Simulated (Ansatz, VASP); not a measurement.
**GeCN2 (CuAu-ordered zincblende type (invented)): VASP beside Ansatz**

Aim: how closely do two programs agree when they are given the same cell, functional and k mesh? The cell is generated by rule, not measured, and may not be a known phase. The two relaxations start from unlike cells of this crystal (the structure described is Ansatz's start), so only their ends are compared.

Method: plane waves, with VASP 6.6.1 beside it; relaxation of cell and atoms at PBE, in Ansatz 0.2.0.

## Step 1: Starting point

It takes space group P-4m2 (No. 115, tetragonal). Conventional cell: a = 2.809 Å, b = 2.809 Å, c = 3.972 Å, α = 90.00°, β = 90.00°, γ = 90.00°. Nearest to Ge lie 4 N at 1.72 Å. Nearest to C lie 4 N at 1.72 Å. N has 2 C at 1.72 Å and 2 Ge at 1.72 Å nearest. Farther neighbours and most contacts between anions are not listed.

Coordinates:

```xyz
4
Lattice="2.8087 0.0000 0.0000 0.0000 2.8087 0.0000 0.0000 0.0000 3.9722" Properties=species:S:1:pos:R:3 pbc="T T T"
Ge    0.0000    0.0000    0.0000
C     1.4044    1.4044    1.9861
N     0.0000    1.4044    0.9930
N     1.4044    0.0000    2.9791
```

## Step 2: VASP: relaxation of cell and atoms, PBE

The relaxed volume is the usual yardstick between codes: in a stiff, nearly cubic crystal its relative difference is about their pressure difference at one cell divided by the bulk modulus.

Lines of VASP's logs that name or quote its potential files are left out, and so is its time.

INCAR

```
SYSTEM = GeCN2
PREC = Accurate
ENCUT = 600
EDIFF = 1E-07
NELM = 120
ISMEAR = 0
SIGMA = 0.1
LREAL = .FALSE.
ALGO = Normal
GGA = PE
NBANDS = 20
LORBIT = 11
LWAVE = .FALSE.
LCHARG = .FALSE.
ISIF = 3
IBRION = 2
NSW = 80
EDIFFG = -0.005
LASPH = .TRUE.
GGA_COMPAT = .FALSE.
NELMIN = 4
KPAR = 2
```

POSCAR

```
GeCN2
1.0
    3.2335380243      0.0000000000      0.0000000000
    0.0000000000      3.2335380243      0.0000000000
    0.0000000000      0.0000000000      3.5305733114
Ge C N
1 1 2
Direct
    0.0000000000      0.0000000000      0.0000000000
    0.5000000000      0.5000000000      0.5000000000
    0.0000000000      0.5000000000      0.3083017651
    0.5000000000      0.0000000000      0.6916984867
```

KPOINTS

```
Automatic mesh
0
Gamma
8 8 6
0 0 0
```

Potentials, in the order of the species: Ge_d, C and N (PBE family, release 64).

The run is started by

```
$ mpirun -np 2 vasp_std
```

Numbers of over 12 decimals in the logs are rounded to 6 here.

Output:

```text
[banner, memory and clock lines left out]
running    2 mpi-ranks, on    1 nodes
 distrk:  each k-point on    1 cores,    2 groups
 distr:  one band on    1 cores,    1 groups

 POSCAR found type information on POSCAR GeC N
 POSCAR found :  3 types and       4 ions
 LDA part: xc-table for (Slater+PW92), standard interpolation
 POSCAR, INCAR and KPOINTS ok, starting setup
 FFT: planning ... GRIDC
 FFT: planning ... GRID_SOFT
 FFT: planning ... GRID
 WAVECAR not read
 entering main loop
       N       E                     dE             d eps       ncg     rms          rms(c)
DAV:   1     0.235080064565E+03    0.23508E+03   -0.15616E+04  2928   0.359E+03
DAV:   2     0.604629203111E+01   -0.22903E+03   -0.21606E+03  2596   0.715E+02
DAV:   3    -0.247459756192E+02   -0.30792E+02   -0.29830E+02  2768   0.156E+02
DAV:   4    -0.260446656982E+02   -0.12987E+01   -0.12833E+01  3168   0.328E+01
DAV:   5    -0.260697564990E+02   -0.25091E-01   -0.25048E-01  2900   0.449E+00    0.803E+00
DAV:   6    -0.244535764702E+02    0.16162E+01   -0.58440E+00  3676   0.308E+01    0.370E+00
DAV:   7    -0.244184462457E+02    0.35130E-01   -0.39826E-01  2800   0.517E+00    0.195E+00
DAV:   8    -0.244081420365E+02    0.10304E-01   -0.31147E-02  3116   0.254E+00    0.803E-01
DAV:   9    -0.244074907984E+02    0.65124E-03   -0.58564E-03  2940   0.782E-01    0.135E-01
DAV:  10    -0.244074884684E+02    0.23300E-05   -0.66683E-04  3244   0.478E-01    0.480E-02
DAV:  11    -0.244075138021E+02   -0.25334E-04   -0.88599E-05  3112   0.839E-02    0.210E-02
DAV:  12    -0.244075160856E+02   -0.22836E-05   -0.13998E-05  3188   0.605E-02    0.366E-03
DAV:  13    -0.244075159726E+02    0.11300E-06   -0.17054E-06  3664   0.203E-02    0.155E-03
DAV:  14    -0.244075159899E+02   -0.17256E-07   -0.12648E-07  1888   0.393E-03
   1 F= -.24407516E+02 E0= -.24404409E+02  d E =-.244075E+02
[...]
2 F= -.24407546E+02 E0= -.24404431E+02  d E =-.299257E-04
[...]
3 F= -.24407547E+02 E0= -.24404434E+02  d E =-.314609E-04
 curvature:  -0.39 expect dE=-0.612E-05 dE for cont linesearch -0.145E-09
 trial: gam= 0.19746 g(F)=  0.421E-05 g(S)=  0.117E-04 ort = 0.173E-06 (trialstep = 0.958E+00)
 search vector abs. value=  0.190E-04
 bond charge predicted
       N       E                     dE             d eps       ncg     rms          rms(c)
DAV:   1    -0.244075786057E+02   -0.31207E-04   -0.15682E-03  2528   0.391E-01    0.332E-02
DAV:   2    -0.244075652247E+02    0.13381E-04   -0.42434E-05  3408   0.831E-02    0.190E-02
DAV:   3    -0.244075582389E+02    0.69858E-05   -0.11069E-05  3364   0.588E-02    0.347E-03
DAV:   4    -0.244075581224E+02    0.11656E-06   -0.10314E-06  2788   0.953E-03    0.186E-03
DAV:   5    -0.244075581477E+02   -0.25309E-07   -0.16326E-07  1776   0.609E-03
   4 F= -.24407558E+02 E0= -.24404450E+02  d E =-.106969E-04
 trial-energy change:   -0.000011  1 .order   -0.000011   -0.000015   -0.000006
 step:   1.6481(harm=  1.6481)  dis= 0.00055  next Energy=   -24.407561 (dE=-0.131E-04)
 reached required accuracy - stopping structural energy minimisation
```

OUTCAR, selected parts (step 2):

```text
ion  position               nearest neighbor table
   1  0.000  0.000  0.000-   4 1.95   4 1.95   3 1.95   3 1.95
   2  0.500  0.500  0.500-   3 1.75   3 1.75   4 1.75   4 1.75
   3  0.000  0.500  0.308-   2 1.75   2 1.75   1 1.95   1 1.95
   4  0.500  0.000  0.692-   2 1.75   2 1.75   1 1.95   1 1.95

  LATTYP: Found a simple tetragonal cell.
 ALAT       =     3.2335380243
 C/A-ratio  =     1.0918607683

 Subroutine GETGRP returns: Found  8 space group operations
 (whereof  8 operations were pure point group operations)

The static configuration has the point symmetry D_2d.

 Found     60 irreducible k-points:

   k-points           NKPTS =     60   k-points in BZ     NKDIM =     60   number of bands    NBANDS=     20

   dimension x,y,z NGX =    28 NGY =   28 NGZ =   28
   dimension x,y,z NGXF=    56 NGYF=   56 NGZF=   56

   ENCUT  =  600.0 eV  44.10 Ry    6.64 a.u.   6.46  6.46  7.05*2*pi/ulx,y,z

   NELECT =      28.0000    total number of electrons

 k-points in reciprocal lattice and weights: Automatic mesh
   0.00000000  0.00000000  0.00000000       0.003
   0.12500000  0.00000000  0.00000000       0.010
   0.25000000  0.00000000  0.00000000       0.010
   0.37500000  0.00000000  0.00000000       0.010
   0.50000000  0.00000000  0.00000000       0.005
   0.12500000  0.12500000  0.00000000       0.010
   0.25000000  0.12500000  0.00000000       0.021
   0.37500000  0.12500000  0.00000000       0.021
   0.50000000  0.12500000  0.00000000       0.010
[...]
0.50000000  0.37500000  0.50000000       0.010
   0.50000000  0.50000000  0.50000000       0.003

 average (electrostatic) potential at core
       1 -72.4995       2 -48.3075       3 -62.3668       4 -62.3668

 E-fermi :   9.4122

 k-point     1 :       0.0000    0.0000    0.0000
  band No.  band energies     occupation
    ...
     12       4.8415      2.00000
     13       5.0368      2.00000
     14       6.2139      2.00000
     15       7.8272      2.00000
     16       7.9863      2.00000
     17      12.3527      0.00000
     18      13.5161      0.00000
     19      13.5161      0.00000
     20      17.8795      0.00000

 k-point     2 :       0.1250    0.0000    0.0000
  band No.  band energies     occupation
    ...
     12       4.6708      2.00000
     13       5.1317      2.00000
     14       6.9220      2.00000
     15       7.9476      2.00000
     16       8.5428      2.00000
     17      12.4424      0.00000
     18      13.5913      0.00000
     19      13.6101      0.00000
     20      17.4434      0.00000

 k-point     3 :       0.2500    0.0000    0.0000
  band No.  band energies     occupation
    ...
     11       2.0809      2.00000
     12       4.1926      2.00000
     13       4.8423      2.00000
     14       7.1297      2.00000
     15       9.3624      1.51804
     16       9.7077      0.00003
     17      12.4611      0.00000
     18      13.8009      0.00000
     19      13.8277      0.00000
     20      16.5969      0.00000

  Total        0.0013655      0.0013655     -0.0161093      0.0000000     -0.0000000      0.0000000
  in kB        0.0592201      0.0592201     -0.6986452      0.0000000     -0.0000000      0.0000000
  external PRESSURE =      -0.1934017 kB  Pullay stress =       0.0000000 kB

  energy-cutoff  :      600.00
  volume of cell :       36.94
      direct lattice vectors                 reciprocal lattice vectors
     3.235560582  0.000000000  0.000000000     0.309065454  0.000000000  0.000000000
     0.000000000  3.235560582  0.000000000     0.000000000  0.309065454 -0.000000000
     0.000000000  0.000000000  3.528827228     0.000000000 -0.000000000  0.283380266

 POSITION                                       TOTAL-FORCE (eV/Angst)
 -----------------------------------------------------------------------------------
      0.00000      0.00000      3.52883        -0.000000     -0.000000      0.000000
      1.61778      1.61778      1.76441         0.000000     -0.000000      0.000000
      3.23556      1.61778      1.08756         0.000000     -0.000000     -0.000021
      1.61778      0.00000      2.44127         0.000000      0.000000      0.000021
 -----------------------------------------------------------------------------------
    total drift:                               -0.000000      0.000000     -0.000560

  FREE ENERGIE OF THE ION-ELECTRON SYSTEM (eV)
  ---------------------------------------------------
  free  energy   TOTEN  =       -24.4075581477 eV

  energy  without entropy=      -24.4013428146  energy(sigma->0) =      -24.40445048

 reached required accuracy - stopping structural energy minimisation

 total charge
# of ion       s       p       d       tot
------------------------------------------
    1        1.067   1.146  10.230  12.443
    2        0.933   1.235   0.000   2.168
    3        1.291   2.339   0.000   3.631
    4        1.291   2.339   0.000   3.631
--------------------------------------------------
tot          4.582   7.061  10.230  21.873

[... 3 further parts left out ...]
```

CONTCAR:

```
GeCN2
   1.00000000000000
     3.2355605822682687    0.0000000000000000    0.0000000000000000
     0.0000000000000000    3.2355605822682687    0.0000000000000000
     0.0000000000000000    0.0000000000000000    3.5288272280373683
  Ge              C               N
     1     1     2
Direct
     0.0000000000000000    0.0000000000000000    1.0000000000000000
     0.5000000000000000    0.5000000000000000    0.5000000000000000
     1.0000000000000000    0.5000000000000000    0.3081918082243266
     0.5000000000000000    0.0000000000000000    0.6918084435756693
```

## Step 3: Ansatz: relaxation of cell and atoms, PBE

Ansatz runs on its default PAW (the set named soft_2) files.

Its own start cell and the same functional, mesh and smearing now go to Ansatz, which takes its cutoff from its data sets.

input.yaml

```yaml
crystal:
  lattice:
    - [2.80875, 0.0, 0.0]
    - [0.0, 2.80875, 0.0]
    - [0.0, 0.0, 3.97217]
  atoms:
    - { symbol: Ge, position: [0.0, 0.0, 0.0] }
    - { symbol: C, position: [0.5, 0.5, 0.5] }
    - { symbol: "N", position: [0.0, 0.5, 0.25] }
    - { symbol: "N", position: [0.5, 0.0, 0.75] }
kpoints:
  mp_grid: { grid: [8, 8, 6] }
hamiltonian:
  xc: pbe
scf:
  occupations: { method: gaussian, width: 0.1 }
output:
  forces: true
  stress: true
  eigenvalues: true
relax:
  adjacent_minimum: "off"
  f_tol: 0.05
  max_steps: 80
  cell: { stress_tol: 0.5 }
```

The run is started by

```
$ ansatz run input.yaml --threads 2 --pin off --max-ram 5120MiB --backend cpu --events-out ev --progress --plain --runs-dir out
```

Output:

```text
The last accepted step is kept in <dir> (removed where the run ends without a failure and the disk answers)
Engine: ansatz 0.2.0, aarch64-unknown-linux-gnu
Pseudopotentials: kind: paw
Pseudopotential: Ge, paw, valence charge 14, recommended cutoff 420 eV (normal), Ge.paw.azcp
Pseudopotential: C, paw, valence charge 4, recommended cutoff 420 eV (normal), C.paw.azcp
Pseudopotential: N, paw, valence charge 5, recommended cutoff 420 eV (normal), N.paw.azcp
Functional definition: PBE
  parameter kappa = 0.804
  parameter beta = 0.066725
  exchange = pbe_x(kappa = kappa, mu = beta*pi^2/3)
  correlation = pbe_c(beta = beta)
Crystal: 4 atoms, lattice volume = 31.337 Å³
Basis set: ecut = 420 eV, 633 PW (Γ), exchange–correlation on 40×40×54 points (8 copies of the dense FFT grid, shifted against one another)
Bands: 18, of which v1, the nominal top of the filled ones, is band 14 counted from 1 (13 counted from 0)
Symmetry: 8 space group operations
Space group: P-4m2 (ITA 115), of the structure as read, at distance tolerance 3.2e-5 Å
k-points: 60 of 384 (time reversal used)
Non-local potential: Ge, projectors of the file, l = 0: 2, l = 1: 2, l = 2: 3, l = 3: 1
Non-local potential: C, projectors of the file, l = 0: 2, l = 1: 2, l = 2: 1
Non-local potential: N, projectors of the file, l = 0: 2, l = 1: 2, l = 2: 1
PAW form: soft (Blöchl's): semilocal exchange-correlation on the pseudo side does not see the compensation charge
PAW one-centre angular grid: Ge, 590 points (default); XC on 64 Gauss nodes
PAW one-centre angular grid: C, 110 points (default); XC on 64 Gauss nodes
PAW one-centre angular grid: N, 110 points (default); XC on 64 Gauss nodes
Initial density: superposition of atomic densities (neutral atoms: chi_scale 0, normalization atom), corrected by the library's trained network
Initial wavefunctions: pseudopotential atomic-orbital guess
Functional: x = pbe(κ = 0.804, μ = 0.219515), c = pbe(β = 0.066725)
SCF iter   1: F=—  HF=-5304.821539 eV  |F-HF|=—  |Δ(HF+E_count)|=         —  Δρ=1.61e-2  dr2=8.60e-2  ethr=1.77e-3  ⟨swp⟩=5.3  Hψ=4889  notcnv=0
preconditioner: auto → none  [metal: Δε(μ)=0.092 eV  Ē_g=19.988 eV  σ=0.100 eV  W_gap=0.41  n_scr=6 (ndim 8)  ℏωp=35.1 eV  f_vac=0.000  D(μ)=0.69/eV (n_scr^D=2)  sad-step TF]
SCF iter   2: F=—  HF=-5304.815266 eV  |F-HF|=—  |Δ(HF+E_count)|=   6.27e-3  Δρ=1.09e-2  dr2=5.22e-2  ethr=3.07e-4  ⟨swp⟩=1.0  Hψ=1560  notcnv=0
SCF iter   3: F=—  HF=-5304.803877 eV  |F-HF|=—  |Δ(HF+E_count)|=   1.14e-2  Δρ=1.97e-3  dr2=1.09e-3  ethr=1.86e-4  ⟨swp⟩=2.0  Hψ=1628  notcnv=0
SCF iter   4: F=—  HF=-5304.803567 eV  |F-HF|=—  |Δ(HF+E_count)|=   3.10e-4  Δρ=7.89e-4  dr2=1.62e-4  ethr=3.88e-6  ⟨swp⟩=2.0  Hψ=1921  notcnv=0
SCF iter   5: F=—  HF=-5304.803560 eV  |F-HF|=—  |Δ(HF+E_count)|=   7.26e-6  Δρ=2.97e-4  dr2=2.65e-5  ethr=5.80e-7  ⟨swp⟩=2.9  Hψ=1929  notcnv=0
SCF iter   6: F=—  HF=-5304.803630 eV  |F-HF|=—  |Δ(HF+E_count)|=   6.98e-5  Δρ=6.32e-5  dr2=1.28e-6  ethr=9.46e-8  ⟨swp⟩=2.7  Hψ=1786  notcnv=0  defer=2
SCF iter   7: F=-5304.803629 eV  HF=-5304.803629 eV  |F-HF|=1.59e-8  |Δ(HF+E_count)|=   1.09e-7  Δρ=9.28e-6  dr2=2.21e-8  ethr=3.57e-10  ⟨swp⟩=3.4  Hψ=4206  notcnv=0
SCF 1 converged in 7 iterations: F = -5304.803629 eV  dr2 = 2.21e-8
  greatest PAW one-centre occupation: 0.999 electrons in one spin orbital (limit 2), on the Ge atom at site 0 (counted from 0), in its partial waves of l = 2
relax step   1: F+E_penalty+E_count = -5304.80362944 eV  Δ(F+E_penalty+E_count) = +0.000e0 eV  max|allowed force component| = 5.637e0 eV/Å  Δτ_max = 0.0000 Å  P = +84.442 GPa  Ω = 31.337 Å³  (7 SCF iters, dr2 threshold 1.00e-7 eV, accepted)
[...]
relax step  11: F+E_penalty+E_count = -5307.81353410 eV  Δ(F+E_penalty+E_count) = +8.583e-4 eV  max|allowed force component| = 3.493e-3 eV/Å  Δτ_max = 0.0030 Å  P = -0.508 GPa  Ω = 37.122 Å³  energy of the carried Pulay correction = -1.865e-3 eV  (6 SCF iters, dr2 threshold 4.00e-7 eV, accepted)
[...]
relax step  12: F+E_penalty+E_count = -5307.81402943 eV  Δ(F+E_penalty+E_count) = -4.953e-4 eV  max|allowed force component| = 3.782e-3 eV/Å  Δτ_max = 0.0008 Å  P = -0.115 GPa  Ω = 37.139 Å³  energy of the carried Pulay correction = -2.022e-3 eV  (6 SCF iters, dr2 threshold 4.00e-7 eV, accepted)
[...]
relax step  13: F+E_penalty+E_count = -5307.81670417 eV  Δ(F+E_penalty+E_count) = -2.675e-3 eV  max|allowed force component| = 5.067e-3 eV/Å  Δτ_max = 0.0000 Å  P = -0.109 GPa  Ω = 37.139 Å³  stress off target by 3.73e-1 GPa  SCF on the basis re-selected at this cell (its energy is not comparable with the rows above)  (6 SCF iters)
basis re-selected at this cell: Δ(F+E_penalty+E_count) = -2.675e-3 eV, ΔP = +0.006 GPa vs the last step (what re-selecting the basis moved, of the pressure what is left beyond the Pulay correction that the steps carried, after the strain that the cell walked since its last selection, with what the two solves' SCF thresholds leave and, on support functions, any second-order correction that the steps lacked; it is no measure of the basis error at this ecutwfc). The dense FFT grid was sized anew with the basis: this SCF ran on 24×24×24 points, the steps before it on 24×24×25, so part of this shift can come from that change (see relax.cell in the input reference). [rest of the remark cut]
SCF converged after 6 iterations
Free energy (F): -5307.816704 eV
Harris-Foulkes:  -5307.816704 eV  (|F-HF|=1.00e-11)
Internal energy: -5307.810107 eV  (E = F + TS)
E sigma→0 (E₀):  -5307.813406 eV
Entropy (-TS):   -0.006597 eV (-1.649 meV/atom)
Fermi energy:    13.237885 eV
--- Per-component energies (eV) ---
  E_band       = -76.517790
  E_kinetic    = 450.045809
  E_local      = -2558.042185  (includes V_loc(G=0)·N_el)
  E_nonlocal   = 540.932245
  E_hartree    = 1061.172768
  E_xc         = -241.255049
  E_vxc        = -273.823648  (∫ρ·V_xc dr)
  E_paw        = -2373.006314  (= ΣΔE_a)
  E_vpaw       = -357.976226  (= ΣTr[D̂ρ^β])
  E_aug_tail   = 0.000677  (compensation charges beyond the density's cutoff)
  E_ewald      = -2187.658058
  E_smearing   = -0.006597  (= −TS)
  E_closure    = 0.000000  (closes the sum)
  Σ components = -5307.816704   (vs F -5307.816704, Δ=0.00e0)
--- Forces (eV/Å), atoms counted from 1 ---
  atom   1  Ge     0.00000000    -0.00000000     0.00000000
  atom   2  C     -0.00000000     0.00000000    -0.00000000
  atom   3  N      0.00000000    -0.00000000     0.00506651
  atom   4  N      0.00000000    -0.00000000    -0.00506651
  max |Σ_I F_I| component: 4.88e-15 eV/Å
--- Stress (GPa, compression-positive) ---
        0.023640       0.000000       0.000000
        0.000000       0.023640      -0.000000
        0.000000      -0.000000      -0.373218
  P = ⅓ Tr σ = -0.1086 GPa (-1.086 kbar)
--- Band table (eV; the first three rows and the last of 60) ---
  k-point 0: bands = [... 10 lower, 8.6919, 8.6919, 8.8820, 10.0317, 11.6598, 11.8018, 16.1581, 17.2955]
  k-point 1: bands = [... 10 lower, 7.8326, 8.4156, 8.4156, 10.6159, 11.3981, 12.9902, 15.8300, 17.3015]
  k-point 2: bands = [... 10 lower, 6.3803, 7.7741, 7.7741, 10.6373, 12.0883, 14.1878, 15.6042, 17.4226]
  k-point 59: bands = [... 10 lower, 4.6491, 4.6491, 5.1769, 16.1306, 17.2603, 17.3468, 17.7740, 17.7740]
--- Relaxed structure (11 steps of the walk, 10 accepted, 2 SCFs on fresh bases) ---
  F+E_penalty+E_count = -5307.81670417 eV   max|allowed force component| = 5.067e-3 eV/Å   (the final SCF, on the basis selected at the relaxed cell)
  cell:  # Å, volume = 37.1385 Å³
    - [3.235582, 0, 0]
    - [0, 3.235582, 0.0]
    - [0, 0.0, 3.547480]
  atoms:
    - { symbol: Ge, position: [0, 0, 0] }
    - { symbol: C, position: [0.500000, 0.500000, 0.500000] }
    - { symbol: N, position: [0, 0.500000, 0.307944] }
    - { symbol: N, position: [0.500000, 0, 0.692056] }
```

## Step 4: Side by side

Known differences besides the potentials themselves: the cutoff is 420 eV in Ansatz and 600 eV in VASP; Ansatz adds a Pulay correction to the stress that steers its cell, VASP none. Total energies have different zeros and are not compared.

Both answers:

```csv
quantity,Ansatz,VASP,difference
volume (Å³),37.14,36.94,+0.53 %
"edge a after relaxation, in the typed setting (Å)",3.236,3.236,+0.00 %
"edge c after relaxation, in the typed setting (Å)",3.547,3.529,+0.53 %
```

## Step 5: What came out

| Property | Result |
| --- | --- |
| difference in volume (relaxation of cell and atoms, PBE) | 0.53 % |

In words: The difference in volume is 0.53 % (relaxation of cell and atoms, PBE), within the 1.2 % picked in this series as the mark of a large difference, as far as the stopping tolerances let one tell. How closely two codes agree says nothing of how well the functional describes the real material.

[Lines on the potential files, build, host, timing and source positions are cut from VASP's logs without a mark.]

[Logs are printed without paths, hosts, clocks, repeated set-up lines and the standing remarks that a program may print on its own settings, such as how far it seeks lower states.]

[Hosts, paths, dates, database ids (printed as entryN), source tags and the programs' standing remarks are cut or masked in the printed files.]
